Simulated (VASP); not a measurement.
OSZICAR of a VASP run on K (bcc):

OSZICAR:
```
       N       E                     dE             d eps       ncg     rms          rms(c)
DAV:   1     0.374600086961E+02    0.37460E+02   -0.32797E+03  1160   0.704E+02
DAV:   2    -0.471894991261E-01   -0.37507E+02   -0.37367E+02  1160   0.202E+02
DAV:   3    -0.103538534896E+01   -0.98820E+00   -0.98393E+00  1904   0.289E+01
DAV:   4    -0.104502602871E+01   -0.96407E-02   -0.96391E-02  1760   0.274E+00
DAV:   5    -0.104518209392E+01   -0.15607E-03   -0.15606E-03  2024   0.173E-01    0.201E+00
RMM:   6    -0.104525312329E+01   -0.71029E-04   -0.99390E-04  1152   0.246E-01    0.125E+00
RMM:   7    -0.104555938885E+01   -0.30627E-03   -0.25189E-03  1155   0.392E-01    0.569E-02
RMM:   8    -0.104564024542E+01   -0.80857E-04   -0.32397E-04  1290   0.181E-01    0.185E-02
RMM:   9    -0.104565850810E+01   -0.18263E-04   -0.45425E-05  1002   0.641E-02    0.112E-02
RMM:  10    -0.104565883041E+01   -0.32231E-06   -0.20713E-05   908   0.402E-02
   1 F= -.10456588E+01 E0= -.10453564E+01  d E =-.104566E+01
```

Problem. Which electronic solver shows in the log?

Solution. It is blocked Davidson (ALGO = Normal, or the opening steps of other solvers) and then RMM-DIIS (ALGO = Fast or VeryFast). The INCAR had ALGO = Fast.

Problem. Can the final energy be trusted as converged?

Solution. The calculation finished and met its thresholds. It stopped with EDIFF = 1E-5, NELM = 100, NSW = 20 and EDIFFG = -0.03 after 1 ionic step (PBE GGA, plane waves, VASP's PBE PAW potentials (set 64)).

The compound is K in the bcc structure. The cell was not relaxed at this level.
